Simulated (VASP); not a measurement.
All values below come from LDA (Ceperley-Alder, Perdew-Zunger), VASP's LDA PAW potentials (set 64) (plane waves; VASP).

A VASP calculation is set up with these files.

### INCAR
```
ENCUT = 400
SYSTEM = Co
PREC = Accurate
ISPIN = 2
MAGMOM = 2*1.8
EDIFFG = -0.01   ! ionic stop
ISMEAR = 1
LREAL = .False.   ! projection in real space or not
EDIFF = 1E-6   ! SCF stop (eV)
ALGO = Normal   ! blocked Davidson
NELM = 100   ! most electronic steps
LMAXMIX = 4   ! l cut-off of mixed one-centre charges
IBRION = 2
ISIF = 3   ! ions, shape and volume
LORBIT = 10
SIGMA = 0.1   ! width (eV)
LASPH = .True.
NSW = 60   ! most ionic steps
LWAVE = .False.
LCHARG = .False.
```

File KPOINTS:
```
Automatic mesh
0
Gamma
15 15 8
0 0 0
```

POSCAR:
```
Co
1
    1.2550000000    -2.1737240000     0.0000000000
    1.2550000000     2.1737240000     0.0000000000
    0.0000000000     0.0000000000     4.0700000000
Co
2
Direct
  0.3333330000   0.6666670000   0.2500000000
  0.6666670000   0.3333330000   0.7500000000
```

POTCAR, in this order: Co (LDA.64 set). Program: vasp_std.

What VASP printed:

OUTCAR:
```
 ion  position               nearest neighbor table
   1  0.333  0.667  0.250-   2 2.50   2 2.50   2 2.50   2 2.50   2 2.50   2 2.50
   2  0.667  0.333  0.750-   1 2.50   1 2.50   1 2.50   1 2.50   1 2.50   1 2.50
  LATTYP: Found a hexagonal cell.
 ALAT       =     2.5100002048
 C/A-ratio  =     1.6215138119
 Subroutine PRICEL returns:
 Original cell was already a primitive cell.
 Subroutine GETGRP returns: Found 24 space group operations
The static configuration has the point symmetry D_3d.
 The point group associated with its full space group is D_6h.
The dynamic configuration has the point symmetry D_3d.
The overall configuration has the point symmetry D_3d.
 Subroutine INISYM returns: Found 24 space group operations
 Subroutine IBZKPT returns following result:
 Found    135 irreducible k-points:

 Following reciprocal coordinates:
            Coordinates               Weight
  0.000000  0.000000  0.000000      1.000000
  0.066667  0.000000  0.000000      6.000000
  0.133333  0.000000  0.000000      6.000000
  0.200000  0.000000  0.000000      6.000000
  0.266667  0.000000  0.000000      6.000000
  0.333333  0.000000  0.000000      6.000000
  0.400000  0.000000  0.000000      6.000000
  0.466667  0.000000  0.000000      6.000000
  0.066667  0.066667  0.000000      6.000000
  0.133333  0.066667  0.000000     12.000000
  0.200000  0.066667  0.000000     12.000000
  0.266667  0.066667  0.000000     12.000000
  0.333333  0.066667  0.000000     12.000000
  0.400000  0.066667  0.000000     12.000000
  0.466667  0.066667  0.000000      6.000000
  0.133333  0.133333  0.000000      6.000000
  0.200000  0.133333  0.000000     12.000000
  0.266667  0.133333  0.000000     12.000000
  0.333333  0.133333  0.000000     12.000000
  0.400000  0.133333  0.000000     12.000000
  0.200000  0.200000  0.000000      6.000000
  0.266667  0.200000  0.000000     12.000000
  0.333333  0.200000  0.000000     12.000000
  0.400000  0.200000  0.000000      6.000000
  0.266667  0.266667  0.000000      6.000000
  0.333333  0.266667  0.000000     12.000000
  0.333333  0.333333  0.000000      2.000000
  0.000000  0.000000  0.125000      2.000000
  0.066667  0.000000  0.125000     12.000000
  0.133333  0.000000  0.125000     12.000000
  0.200000  0.000000  0.125000     12.000000
  0.266667  0.000000  0.125000     12.000000
  0.333333  0.000000  0.125000     12.000000
  0.400000  0.000000  0.125000     12.000000
  0.466667  0.000000  0.125000     12.000000
  0.066667  0.066667  0.125000     12.000000
  0.133333  0.066667  0.125000     24.000000
  0.200000  0.066667  0.125000     24.000000
  0.266667  0.066667  0.125000     24.000000
  0.333333  0.066667  0.125000     24.000000
   k-points           NKPTS =    135   k-points in BZ     NKDIM =    135   number of bands    NBANDS=     15
   number of dos      NEDOS =    301   number of ions     NIONS =      2
   total plane-waves  NPLWV =   7168
   dimension x,y,z NGX =    16 NGY =   16 NGZ =   28
   dimension x,y,z NGXF=    32 NGYF=   32 NGZF=   56
   ions per type =               2
   PREC   = accura    normal or accurate (medium, high low for compatibility)
   ISTART =      0    job   : 0-new  1-cont  2-samecut
   ICHARG =      2    charge: 1-file 2-atom 10-const
   ISPIN  =      2    spin polarized calculation?
   LNONCOLLINEAR =      F non collinear calculations
   LSORBIT =      F    spin-orbit coupling
   INIWAV =      1    electr: 0-lowe 1-rand  2-diag
   ENCUT  =  400.0 eV  29.40 Ry    5.42 a.u.   4.09  4.09  6.64*2*pi/ulx,y,z
   NELM   =    100;   NELMIN=  2; NELMDL= -5     # of ELM steps
   EDIFF  = 0.1E-05   stopping-criterion for ELM
...
```

**OSZICAR**
```
...
DAV:   4    -0.162587529601E+02    0.71333E-04   -0.28191E-05 10337   0.672E-02    0.539E-02
DAV:   5    -0.162586896687E+02    0.63291E-04   -0.12839E-05 12398   0.509E-02    0.803E-03
DAV:   6    -0.162586898454E+02   -0.17667E-06   -0.97358E-07  5073   0.110E-02
   4 F= -.16258690E+02 E0= -.16258465E+02  d E =-.181583E+00  mag=     2.9912
       N       E                     dE             d eps       ncg     rms          rms(c)
DAV:   1    -0.162596583493E+02   -0.96868E-03   -0.12429E-02  8107   0.213E+00    0.262E-01
DAV:   2    -0.162588299032E+02    0.82845E-03   -0.44239E-03  8716   0.141E+00    0.156E-01
DAV:   3    -0.162586607713E+02    0.16913E-03   -0.47913E-04  8779   0.460E-01    0.715E-02
DAV:   4    -0.162586449939E+02    0.15777E-04   -0.62118E-06 10023   0.316E-02    0.255E-02
DAV:   5    -0.162586309014E+02    0.14093E-04   -0.22840E-06  7846   0.241E-02    0.397E-03
DAV:   6    -0.162586309971E+02   -0.95694E-07   -0.10035E-06  5408   0.109E-02
   5 F= -.16258631E+02 E0= -.16258400E+02  d E =-.181524E+00  mag=     2.9868
       N       E                     dE             d eps       ncg     rms          rms(c)
DAV:   1    -0.162627401869E+02   -0.41093E-02   -0.61316E-02  8772   0.404E+00    0.497E-01
DAV:   2    -0.162595692497E+02    0.31709E-02   -0.15086E-02  9759   0.261E+00    0.294E-01
DAV:   3    -0.162589191871E+02    0.65006E-03   -0.16932E-03  9227   0.864E-01    0.148E-01
DAV:   4    -0.162588198602E+02    0.99327E-04   -0.43664E-05  8703   0.742E-02    0.483E-02
DAV:   5    -0.162587663971E+02    0.53463E-04   -0.25134E-05 12500   0.564E-02    0.110E-02
DAV:   6    -0.162587651243E+02    0.12728E-05   -0.26177E-06  7462   0.294E-02    0.370E-03
DAV:   7    -0.162587651953E+02   -0.71001E-07   -0.25704E-07  4106   0.632E-03
   6 F= -.16258765E+02 E0= -.16258553E+02  d E =-.134198E-03  mag=     2.9955
       N       E                     dE             d eps       ncg     rms          rms(c)
DAV:   1    -0.162592105598E+02   -0.44544E-03   -0.61957E-03  8765   0.128E+00    0.159E-01
DAV:   2    -0.162588886784E+02    0.32188E-03   -0.15267E-03  9759   0.829E-01    0.935E-02
DAV:   3    -0.162588227071E+02    0.65971E-04   -0.17120E-04  9248   0.274E-01    0.470E-02
DAV:   4    -0.162588125578E+02    0.10149E-04   -0.44249E-06  8674   0.236E-02    0.154E-02
DAV:   5    -0.162588069915E+02    0.55663E-05   -0.19336E-06  6777   0.180E-02    0.342E-03
DAV:   6    -0.162588068785E+02    0.11303E-06   -0.99771E-07  4671   0.154E-02
   7 F= -.16258807E+02 E0= -.16258587E+02  d E =-.175881E-03  mag=     2.9928
       N       E                     dE             d eps       ncg     rms          rms(c)
DAV:   1    -0.162588123045E+02   -0.53130E-05   -0.88968E-05  8786   0.154E-01    0.190E-02
DAV:   2    -0.162588077748E+02    0.45297E-05   -0.22032E-05  9766   0.997E-02    0.111E-02
DAV:   3    -0.162588068123E+02    0.96256E-06   -0.24380E-06  6458   0.328E-02
   8 F= -.16258807E+02 E0= -.16258586E+02  d E =-.175815E-03  mag=     2.9925
       N       E                     dE             d eps       ncg     rms          rms(c)
DAV:   1    -0.162588075892E+02    0.18562E-06   -0.16193E-05  8695   0.647E-02    0.664E-03
DAV:   2    -0.162588069820E+02    0.60720E-06   -0.34784E-06  7365   0.394E-02
   9 F= -.16258807E+02 E0= -.16258587E+02  d E =-.175985E-03  mag=     2.9925
       N       E                     dE             d eps       ncg     rms          rms(c)
DAV:   1    -0.162607770231E+02   -0.19694E-02   -0.26388E-02  8464   0.297E+00    0.368E-01
DAV:   2    -0.162591238092E+02    0.16532E-02   -0.84954E-03  9087   0.196E+00    0.218E-01
DAV:   3    -0.162587899757E+02    0.33383E-03   -0.92814E-04  8849   0.640E-01    0.102E-01
DAV:   4    -0.162587530181E+02    0.36958E-04   -0.14463E-05  9849   0.465E-02    0.356E-02
DAV:   5    -0.162587245754E+02    0.28443E-04   -0.78944E-06 12147   0.360E-02    0.582E-03
DAV:   6    -0.162587243317E+02    0.24373E-06   -0.78005E-07  4414   0.144E-02
  10 F= -.16258724E+02 E0= -.16258496E+02  d E =0.826503E-04  mag=     2.9867
       N       E                     dE             d eps       ncg     rms          rms(c)
DAV:   1    -0.162598503664E+02   -0.11258E-02   -0.13287E-02  8478   0.212E+00    0.260E-01
DAV:   2    -0.162590219399E+02    0.82843E-03   -0.42712E-03  9094   0.139E+00    0.155E-01
DAV:   3    -0.162588528982E+02    0.16904E-03   -0.46845E-04  8835   0.455E-01    0.726E-02
DAV:   4    -0.162588340771E+02    0.18821E-04   -0.72765E-06  9788   0.332E-02    0.256E-02
DAV:   5    -0.162588195679E+02    0.14509E-04   -0.36724E-06 10070   0.256E-02    0.399E-03
DAV:   6    -0.162588195369E+02    0.30977E-07   -0.73800E-07  4687   0.122E-02
  11 F= -.16258820E+02 E0= -.16258596E+02  d E =-.125549E-04  mag=     2.9908
       N       E                     dE             d eps       ncg     rms          rms(c)
DAV:   1    -0.162588200066E+02   -0.43871E-06   -0.54846E-06  8268   0.431E-02    0.511E-03
DAV:   2    -0.162588197011E+02    0.30546E-06   -0.15424E-06  4511   0.270E-02
  12 F= -.16258820E+02 E0= -.16258596E+02  d E =-.127191E-04  mag=     2.9909
       N       E                     dE             d eps       ncg     rms          rms(c)
DAV:   1    -0.162588196986E+02    0.30793E-06   -0.87794E-07  4071   0.149E-02    0.250E-03
DAV:   2    -0.162588196254E+02    0.73248E-07   -0.68267E-07  4071   0.181E-02
  13 F= -.16258820E+02 E0= -.16258596E+02  d E =-.126434E-04  mag=     2.9909
       N       E                     dE             d eps       ncg     rms          rms(c)
DAV:   1    -0.162591095071E+02   -0.28981E-03   -0.39814E-03  8597   0.111E+00    0.137E-01
DAV:   2    -0.162588738300E+02    0.23568E-03   -0.11980E-03  9570   0.734E-01    0.815E-02
DAV:   3    -0.162588260320E+02    0.47798E-04   -0.13117E-04  9073   0.241E-01    0.392E-02
DAV:   4    -0.162588202129E+02    0.58191E-05   -0.23075E-06  8229   0.182E-02    0.133E-02
DAV:   5    -0.162588162057E+02    0.40072E-05   -0.10560E-06  4680   0.144E-02    0.272E-03
DAV:   6    -0.162588161964E+02    0.93064E-08   -0.60911E-07  4173   0.116E-02
  14 F= -.16258816E+02 E0= -.16258598E+02  d E =0.342895E-05  mag=     2.9933
       N       E                     dE             d eps       ncg     rms          rms(c)
DAV:   1    -0.162589391036E+02   -0.12290E-03   -0.15622E-03  8597   0.697E-01    0.859E-02
DAV:   2    -0.162588472583E+02    0.91845E-04   -0.46599E-04  9521   0.458E-01    0.510E-02
DAV:   3    -0.162588283608E+02    0.18897E-04   -0.50979E-05  9052   0.150E-01    0.246E-02
DAV:   4    -0.162588260427E+02    0.23181E-05   -0.82975E-07  5625   0.114E-02    0.844E-03
DAV:   5    -0.162588244072E+02    0.16355E-05   -0.51917E-07  4113   0.105E-02    0.162E-03
DAV:   6    -0.162588243953E+02    0.11901E-07   -0.27975E-07  4078   0.802E-03
  15 F= -.16258824E+02 E0= -.16258603E+02  d E =-.476994E-05  mag=     2.9918
       N       E                     dE             d eps       ncg     rms          rms(c)
DAV:   1    -0.162588245182E+02   -0.11098E-06   -0.30217E-06  7638   0.306E-02    0.392E-03
DAV:   2    -0.162588243384E+02    0.17977E-06   -0.95405E-07  4064   0.212E-02
  16 F= -.16258824E+02 E0= -.16258603E+02  d E =-.471305E-05  mag=     2.9917
       N       E                     dE             d eps       ncg     rms          rms(c)
DAV:   1    -0.162588244706E+02    0.47640E-07   -0.11386E-06  4050   0.169E-02    0.257E-03
DAV:   2    -0.162588243900E+02    0.80521E-07   -0.77273E-07  4050   0.190E-02
  17 F= -.16258824E+02 E0= -.16258603E+02  d E =-.476465E-05  mag=     2.9917
       N       E                     dE             d eps       ncg     rms          rms(c)
DAV:   1    -0.162588243615E+02    0.10909E-06   -0.15639E-07  4050   0.642E-03    0.132E-03
DAV:   2    -0.162588243416E+02    0.19885E-07   -0.14789E-07  4050   0.846E-03
  18 F= -.16258824E+02 E0= -.16258603E+02  d E =-.471620E-05  mag=     2.9917
```

### OUTCAR
```
------------------------ aborting loop because EDIFF is reached ----------------------------------------
  FORCE on cell =-STRESS in cart. coord.  units (eV):
  Direction    XX          YY          ZZ          XY          YZ          ZX
  --------------------------------------------------------------------------------------
  Total        0.0095366      0.0095367     -0.0144553      0.0000000      0.0000000      0.0000000
  in kB        0.7668305      0.7668306     -1.1623350      0.0000000      0.0000000      0.0000000
  external PRESSURE =       0.1237754 kB  Pullay stress =       0.0000000 kB
  volume of cell :       19.93
      direct lattice vectors                 reciprocal lattice vectors
     1.212639254 -2.100353012 -0.000000000     0.412323779 -0.238055221 -0.000000000
     1.212639254  2.100353012 -0.000000000     0.412323779  0.238055221  0.000000000
    -0.000000000 -0.000000000  3.911588329     0.000000000  0.000000000  0.255650625
 POSITION                                       TOTAL-FORCE (eV/Angst)
 -----------------------------------------------------------------------------------
      1.21264      0.70012      0.97790        -0.000000     -0.000000      0.000000
      1.21264     -0.70012      2.93369         0.000000      0.000000      0.000000
 -----------------------------------------------------------------------------------
    total drift:                               -0.000022     -0.000006     -0.000030
  FREE ENERGIE OF THE ION-ELECTRON SYSTEM (eV)
  ---------------------------------------------------
  free  energy   TOTEN  =       -16.2588243416 eV

  energy  without entropy=      -16.2581594414  energy(sigma->0) =      -16.25860271

 total charge

# of ion       s       p       d       tot
------------------------------------------
    1        0.526   0.594   7.341   8.460
    2        0.526   0.594   7.341   8.460
--------------------------------------------------
tot          1.051   1.188  14.681  16.920

 magnetization (x)

# of ion       s       p       d       tot
------------------------------------------
    1       -0.013  -0.038   1.539   1.488
    2       -0.013  -0.038   1.539   1.488
--------------------------------------------------
tot         -0.026  -0.076   3.078   2.976

 reached required accuracy - stopping structural energy minimisation
```
(Selected blocks of OUTCAR.)

File CONTCAR:
```
Co
   1.00000000000000
     1.2126392540272057   -2.1003530117046649   -0.0000000000000000
     1.2126392540272057    2.1003530117046649   -0.0000000000000000
    -0.0000000000000000   -0.0000000000000000    3.9115883287805806
  Co
     2
Direct
     0.3333330000000032    0.6666669999999968    0.2500000000000000
     0.6666669999999968    0.3333330000000032    0.7500000000000000
```

File OUTCAR:
```
 val. band max:       11.1680024713   @ k =   0.2667   0.1333   0.0000

 cond. band min:      11.1771048314   @ k =   0.1333   0.1333   0.1250


 Fermi energy:        11.1759189557

 spin component 1

 k-point     1 :       0.0000    0.0000    0.0000
  band No.  band energies     occupation
      1       1.7660      1.00000
      2       5.7017      1.00000
      3       8.5949      1.00000
      4       8.6112      1.00000
      5       8.6112      1.00000
      6       8.9817      1.00000
      7       8.9817      1.00000
      8       9.3789      1.00000
      9       9.3789      1.00000
     10      10.6677      1.00000
     11      10.6677      1.00000
     12      11.0985      0.98320
     13      18.4566      0.00000
     14      33.8402      0.00000
     15      37.1783      0.00000

 k-point     2 :       0.0667    0.0000    0.0000
  band No.  band energies     occupation
      1       1.9325      1.00000
      2       5.8059      1.00000
      3       8.3954      1.00000
      4       8.6952      1.00000
      5       8.7843      1.00000
      6       8.9410      1.00000
      7       9.0559      1.00000
      8       9.2754      1.00000
      9       9.3245      1.00000
     10       9.8709      1.00000
     11      10.6918      1.00000
     12      12.1033     -0.00000
     13      18.4774      0.00000
     14      32.8611      0.00000
     15      35.0133      0.00000

 k-point     3 :       0.1333    0.0000    0.0000
  band No.  band energies     occupation
      1       2.4198      1.00000
      2       6.0854      1.00000
      3       8.1423      1.00000
      4       8.7166      1.00000
      5       8.7945      1.00000
      6       8.9376      1.00000
      7       9.0345      1.00000
      8       9.1819      1.00000
      9       9.2693      1.00000
     10       9.4154      1.00000
     11      10.7489      1.00000
     12      13.4361      0.00000
     13      18.5486      0.00000
...
```

Energy and stress use the plane-wave basis of the starting cell.

The compound is Co in the hcp structure. This run relaxes it. Symmetry was kept, so distortions that lower it aren't found.
